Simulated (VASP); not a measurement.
Computed with LDA (Ceperley-Alder, Perdew-Zunger), VASP's LDA PAW potentials (set 64) (plane waves; VASP 6.6.1).

A VASP calculation is set up with these files.

**INCAR**
```
SYSTEM = Pt3Ti
PREC = Accurate
ENCUT = 520
EDIFF = 1E-7
NELM = 100
ALGO = Normal
LREAL = .FALSE.
LASPH = .TRUE.
ISMEAR = 1
SIGMA = 0.1
LMAXMIX = 6
LWAVE = .FALSE.
LCHARG = .FALSE.
ISIF = 2
```

### KPOINTS
```
Automatic mesh
0
Gamma
8 8 8
0 0 0
```

**POSCAR**
```
Pt3Ti
1
    3.8765479471     0.0000000000     0.0000000000
    0.0000000000     3.8765479471     0.0000000000
    0.0000000000     0.0000000000     3.8765479471
Ti Pt
1 3
Direct
  0.0000000000   0.0000000000   0.0000000000
  0.0000000000   0.5000000000   0.5000000000
  0.5000000000   0.0000000000   0.5000000000
  0.5000000000   0.5000000000   0.0000000000
```

POTCAR, in this order: Ti_sv Pt (LDA.64 set). Program: vasp_std.

The run wrote:

File OSZICAR:
```
       N       E                     dE             d eps       ncg     rms          rms(c)
DAV:   1     0.382907287403E+03    0.38291E+03   -0.21376E+04  1750   0.181E+03
DAV:   2    -0.240318036060E+01   -0.38531E+03   -0.37791E+03  1901   0.455E+02
DAV:   3    -0.367494390659E+02   -0.34346E+02   -0.32934E+02  2590   0.113E+02
DAV:   4    -0.378658287971E+02   -0.11164E+01   -0.11111E+01  2041   0.212E+01
DAV:   5    -0.379048094481E+02   -0.38981E-01   -0.38953E-01  2595   0.396E+00    0.240E+01
DAV:   6    -0.358672398293E+02    0.20376E+01   -0.20511E+01  2498   0.330E+01    0.135E+01
DAV:   7    -0.356313213196E+02    0.23592E+00   -0.28440E+01  2422   0.329E+01    0.109E+01
DAV:   8    -0.347839180977E+02    0.84740E+00   -0.17159E+00  2401   0.104E+01    0.470E+00
DAV:   9    -0.346811606461E+02    0.10276E+00   -0.20863E+00  2607   0.792E+00    0.232E+00
DAV:  10    -0.346245176635E+02    0.56643E-01   -0.35030E-01  2446   0.423E+00    0.372E-01
DAV:  11    -0.346258038532E+02   -0.12862E-02   -0.48383E-03  2188   0.591E-01    0.434E-01
DAV:  12    -0.346242434076E+02    0.15604E-02   -0.10181E-02  2415   0.632E-01    0.850E-02
DAV:  13    -0.346242193585E+02    0.24049E-04   -0.18592E-04  1990   0.987E-02    0.381E-02
DAV:  14    -0.346242386049E+02   -0.19246E-04   -0.14954E-04  2472   0.941E-02    0.563E-02
DAV:  15    -0.346242122563E+02    0.26349E-04   -0.91582E-05  2487   0.658E-02    0.120E-02
DAV:  16    -0.346242113488E+02    0.90751E-06   -0.60265E-06  2689   0.153E-02    0.489E-03
DAV:  17    -0.346242113239E+02    0.24941E-07   -0.39939E-07  1734   0.506E-03
   1 F= -.34624211E+02 E0= -.34624145E+02  d E =-.198620E-03
```

**OUTCAR**
```
------------------------ aborting loop because EDIFF is reached ----------------------------------------
  FORCE on cell =-STRESS in cart. coord.  units (eV):
  Direction    XX          YY          ZZ          XY          YZ          ZX
  --------------------------------------------------------------------------------------
  Total        0.0033679      0.0033679      0.0033679      0.0000000      0.0000000     -0.0000000
  in kB        0.0926258      0.0926258      0.0926258      0.0000000      0.0000000     -0.0000000
  external PRESSURE =       0.0926258 kB  Pullay stress =       0.0000000 kB
  volume of cell :       58.26
      direct lattice vectors                 reciprocal lattice vectors
     3.876547947  0.000000000  0.000000000     0.257961468  0.000000000  0.000000000
     0.000000000  3.876547947  0.000000000     0.000000000  0.257961468  0.000000000
     0.000000000  0.000000000  3.876547947     0.000000000  0.000000000  0.257961468
 POSITION                                       TOTAL-FORCE (eV/Angst)
 -----------------------------------------------------------------------------------
      0.00000      0.00000      0.00000         0.000000      0.000000      0.000000
      0.00000      1.93827      1.93827         0.000000      0.000000      0.000000
      1.93827      0.00000      1.93827         0.000000      0.000000      0.000000
      1.93827      1.93827      0.00000         0.000000      0.000000      0.000000
 -----------------------------------------------------------------------------------
    total drift:                                0.000000      0.000000     -0.000000
  FREE ENERGIE OF THE ION-ELECTRON SYSTEM (eV)
  ---------------------------------------------------
  free  energy   TOTEN  =       -34.6242113239 eV

  energy  without entropy=      -34.6240127044  energy(sigma->0) =      -34.62414512
```
(Selected blocks of OUTCAR.)

The compound is Pt3Ti in the L1_2 structure. It was relaxed first.
